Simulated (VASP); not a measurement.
Input:

```xyz
8
Lattice="6.1702 0.0000 0.0000 0.0000 6.1702 0.0000 0.0000 0.0000 6.1702" Properties=species:S:1:pos:R:3 pbc="T T T"
Pb     0.0000     0.0000     0.0000
Pb     3.0851     3.0851     0.0000
Pb     3.0851     0.0000     3.0851
Pb     0.0000     3.0851     3.0851
Se     3.0851     3.0851     3.0851
Se     0.0000     0.0000     3.0851
Se     0.0000     3.0851     0.0000
S      3.0851     0.0000     0.0000
```

All values below come from PBE GGA, VASP's PBE PAW potentials (set 64) (plane waves; VASP). Settings: 400 eV cut-off, Gaussian smearing of 0.050 eV, potentials Pb_d Se S.

Unless said otherwise, spin-orbit coupling is left out, though it shifts the bands of the heavy elements here.

**Question.** What does the run give for the band gap (along the path) with the smallest direct gap where there is one?

**Answer.** 
```yaml
band gap (along the path): 0.32 eV
smallest direct gap (along the path): 0.32 eV
```

The absolute energy has meaning only against runs of the same code, potentials and settings.

The structure was generated: Pb4SSe3 was put into an ordered model structure (Pm-3m), which need not be its known phase. It was relaxed first.
